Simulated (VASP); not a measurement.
An input for Ansatz (written as the equivalent of a VASP run, and not itself run):

Ansatz 0.2 input:
```yaml
crystal:
  lattice:
    - [1.2538750, -2.1717755, 0.0000000]
    - [1.2538750, 2.1717755, 0.0000000]
    - [0.0000000, 0.0000000, 6.6564462]
  atoms:
    - { symbol: B, position: [0.3333330, 0.6666670, 0.2500000] }
    - { symbol: B, position: [0.6666670, 0.3333330, 0.7500000] }
    - { symbol: N, position: [0.6666670, 0.3333330, 0.2500000] }
    - { symbol: N, position: [0.3333330, 0.6666670, 0.7500000] }
kpoints:
  mp_grid: { grid: [9, 9, 3] }
hamiltonian:
  xc: pbe
  dispersion: d4
  pseudopotentials: { kind: paw }
scf:
  occupations: { method: gaussian, width: 0.05 }
  max_iter: 100
relax:
  max_steps: 60
  f_tol: 0.02
  cell: {}
output: { forces: true, stress: true, eigenvalues: true }
```

Q: Write the VASP files for the same calculation (PBE-D4).

A: This is not unique; one that fits is 
INCAR:
```
# general
SYSTEM=BN
PREC  =Accurate
ENCUT =520
LREAL =.False.
LASPH =.True.

# electronic loop
EDIFF =1E-6
NELM  =100
ALGO  =Normal

# smearing
ISMEAR=0
SIGMA =0.05

# functional
GGA   =PE
IVDW  =13

# ions
IBRION=2
NSW   =60
ISIF  =3
EDIFFG=-0.02

# output
LWAVE =.False.
LCHARG=.False.
```

### POSCAR
```
BN
1
    1.2538749670    -2.1717755399    -0.0000000000
    1.2538749670     2.1717755399     0.0000000000
    0.0000000000     0.0000000000     6.6564462145
B N
2 2
Direct
  0.3333330000   0.6666670000   0.2500000000
  0.6666670000   0.3333330000   0.7500000000
  0.6666670000   0.3333330000   0.2500000000
  0.3333330000   0.6666670000   0.7500000000
```

File KPOINTS:
```
Automatic mesh
0
Gamma
9 9 3
0 0 0
```

POTCAR, in this order: B N (PBE.64 set). Program: vasp_std.

The two are equivalent in intent, not identical: each code has its own PAW files, so the cut-off isn't converted (ENCUT is set for VASP's; basis.ecutwfc is left out, and Ansatz then takes the one that its files recommend); Ansatz stops its SCF on the density residual and VASP on the energy change (EDIFF).

The compound is BN in the hex structure. This run relaxes it. Symmetry was kept, so distortions that lower it aren't found. The start is the result of an earlier pass.
